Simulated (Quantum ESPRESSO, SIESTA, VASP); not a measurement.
**One calculation of Zr3S2, 3 ways**

```
Zr S
1.0
     2.90254    1.67578    3.48777
    -2.90254    1.67578    3.48777
     0.00000   -3.35156    3.48777
Zr S
3 2
Direct
  0.84516 0.49576 0.14686
  0.49626 0.16190 0.84770
  0.14023 0.85679 0.49747
  0.65685 0.66433 0.66125
  0.33267 0.34574 0.33784
```

The cell comes from a database or a generator and needn't be the stable form of this composition.

Atoms were shifted at random by some hundredths of an Å from the given cell, which wasn't relaxed again for these runs.

Alike in all runs: task single point; functional PBE; k mesh 6 × 6 × 6; occupations fermi-dirac, width 0.05 eV; no spin polarisation; no spin-orbit coupling. A missing gap at this level doesn't show that the real crystal is a metal. Pressure is positive in compression and, in plane waves, holds the error of the finite cutoff.

```csv
program and potentials,plane-wave cutoff (eV),notes,band gap (eV),pressure (GPa),largest force (eV/Å),energy over the undisturbed cell (meV/atom)
"VASP, PBE PAW files S, Zr_sv, 520 eV",520,-,no gap,-1.45,0.829,-
"Quantum ESPRESSO, SSSP 1.3 efficiency PBE",748,-,?,?,?,?
"SIESTA, files PseudoDojo sr-pbe-0.4.1-standard, DZP (energy shift 0.003 Ry; two zetas on semicore shells)",-,atomic basis,no gap,0.02,0.752,14.22
```

**Question.** Estimate from the other rows what the run with Quantum ESPRESSO, SSSP 1.3 efficiency PBE gave.

**Answer.** No band gap; pressure -1.55 GPa; largest force 0.831 eV/Å; energy over the undisturbed cell 18.50 meV/atom. The other rows, which needn't bracket it: pressure -1.45 to 0.02; largest force 0.752 to 0.829; energy over the undisturbed cell 14.22.
